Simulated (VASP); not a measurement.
ZnSe: relaxation of cell and atoms with PBE

The system is ZnSe.

```
Zn Se
1.0
     0.00000    2.83380    2.83380
     2.83380    0.00000    2.83380
     2.83380    2.83380    0.00000
Zn Se
1 1
Direct
  0.00000 0.00000 0.00000
  0.25000 0.25000 0.25000
```

```
Program                : VASP 6.6.1
Task                   : relaxation of cell and atoms
Functional             : PBE
Potentials or basis    : VASP PAW PBE potentials, release 64 (Zn, Se)
Cutoff                 : 520 eV
k mesh                 : 14 × 14 × 14
Occupations            : gaussian, width 0.02 eV
Spin                   : no spin polarisation
Further INCAR settings : ALGO = Fast; EDIFF = 1e-07; IBRION = 2; EDIFFG = -0.002; NSW = 80; ISIF = 3
```

The relaxed volume is 23.63 Å³/atom and the relaxed cell is a = 4.058 Å, b = 4.058 Å, c = 4.058 Å, α = 60.00°, β = 60.00°, γ = 60.00°. The space group after relaxing (to 0.05 Å) is F-43m (No. 216), the energy gained by relaxing is 6.2 meV/atom and the ionic steps are 10. The pressure after relaxing is 0.0 GPa and the band gap on the k mesh is 1.14 eV, direct.

The path:
```
step  energy change (eV)  largest force (eV/Å)  pressure (GPa)  volume (Å³)
   1              0.0000                0.0000            2.38        45.51
   2             -0.0114                0.0000           -0.63        47.78
   3             -0.0124                0.0000            0.03        47.25
   4             -0.0124                0.0000           -0.02        47.28
   5             -0.0124                0.0000           -0.03        47.27
   6             -0.0124                0.0000            0.06        47.21
   7             -0.0124                0.0000            0.03        47.24
   8             -0.0124                0.0000            0.05        47.25
   9             -0.0124                0.0000            0.03        47.26
  10             -0.0124                0.0000            0.01        47.26
```

Final structure:
```
CELL_PARAMETERS angstrom
0.00000 2.86966 2.86966
2.86966 0.00000 2.86966
2.86966 2.86966 0.00000
ATOMIC_POSITIONS crystal
Zn 0.00000 0.00000 0.00000
Se 0.25000 0.25000 0.25000
```

Levels at points of the mesh, in eV from the valence-band top:
```
           k point  band 5  band 6  band 7  band 8  band 9  band 10  band 11  band 12  band 13
(0.00, 0.00, 0.00)   -6.08   -6.08    0.00    0.00    0.00     1.14     5.81     5.81     5.81
(0.50, 0.00, 0.00)   -6.06   -5.93   -4.99   -0.81   -0.81     2.48     6.39     6.39     8.47
(0.50, 0.50, 0.00)   -6.04   -5.91   -4.59   -2.05   -2.05     3.07     3.46    10.47    10.99
```

Run time: 4.3 min on 1 thread of Intel(R) Xeon(R) 6975P-C (Granite Rapids) (shared host), peak memory 0.23 GiB.

Expect the measured gap to be larger: semilocal functionals such as PBE lack the derivative discontinuity. Zero-point motion and thermal expansion aren't in these numbers.
